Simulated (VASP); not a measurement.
Input for VASP

File KPOINTS:
```
Regular mesh
0
Gamma
  8 8 8
```

INCAR:
```
ALGO = Normal
EDIFF = 1E-6
EDIFFG = -0.01
ENCUT = 520
GGA = PE
IBRION = 2
ISIF = 3
ISMEAR = 0
LASPH = T
LCHARG = F
LMAXMIX = 4
LREAL = F
LWAVE = F
NELM = 100
NSW = 60
PREC = Accurate
SIGMA = 0.05
SYSTEM = SnO
```

**POSCAR**
```
SnO
1
    3.1317167411     0.0000000000     0.0000000000
    0.0000000000     3.1317167411     0.0000000000
    0.0000000000     0.0000000000     3.1317167411
Sn O
1 1
Direct
  0.0000000000   0.0000000000   0.0000000000
  0.5000000000   0.5000000000   0.5000000000
```

POTCAR, in this order: Sn_d O (PBE.64 set). Program: vasp_std.

**Question.** Write an equivalent input for Ansatz.

**Answer.** One equivalent input (not run):
Ansatz 0.2 input:
```yaml
crystal:
  lattice:
    - [3.1317167, 0.0000000, 0.0000000]
    - [0.0000000, 3.1317167, 0.0000000]
    - [0.0000000, 0.0000000, 3.1317167]
  atoms:
    - { symbol: Sn, position: [0.0000000, 0.0000000, 0.0000000] }
    - { symbol: O, position: [0.5000000, 0.5000000, 0.5000000] }
kpoints:
  mp_grid: { grid: [8, 8, 8] }
hamiltonian:
  xc: pbe
  pseudopotentials: { kind: paw }
scf:
  occupations: { method: gaussian, width: 0.05 }
  max_iter: 100
relax:
  max_steps: 60
  f_tol: 0.01
  cell: {}
output: { forces: true, stress: true, eigenvalues: true }
```
Limits of the translation: each code has its own PAW files, so the cut-off isn't converted (ENCUT is set for VASP's; basis.ecutwfc is left out, and Ansatz then takes the one that its files recommend); Ansatz stops its SCF on the density residual and VASP on the energy change (EDIFF).

The structure was generated: SnO was put into the CsCl type type (Pm-3m), which need not be its known phase. It was relaxed first, which changed the volume by +62 %. The start is the result of an earlier pass.
